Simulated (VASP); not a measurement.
```
CELL_PARAMETERS angstrom
      3.92000     0.00000     0.00000
      0.00000     3.92000     0.00000
      0.00000     0.00000     3.92000
ATOMIC_POSITIONS crystal
  Ti 0.00000 0.00000 0.00000
  Pt 0.00000 0.50000 0.50000
  Pt 0.50000 0.00000 0.50000
  Pt 0.50000 0.50000 0.00000
```

The base run (VASP): PBE GGA, plane waves, VASP's PBE PAW potentials (set 64). Run with 400 eV cut-off, 7×7×7 Γ-centred mesh, first-order Methfessel-Paxton smearing of 0.10 eV, potentials Ti_sv Pt.

One setting is varied; ΔE counts from the base run. The base run took about 40 core-seconds. Costs are core time on shared hosts, one run each; read them as rough ratios.

```tsv
setting	cost over the base run	electronic steps	ΔE (meV/atom)
base run	reference	16	0.0
ALGO = Fast	about 2 times	30	0.0
ALGO = Conjugate	about 3 times	44	0.0
ALGO = All	about 3 times	44	0.0
```

Left out are runs that failed, have no time on record or changed the cell.

The compound is Pt3Ti in the L1_2 structure. The cell was not relaxed at this level.
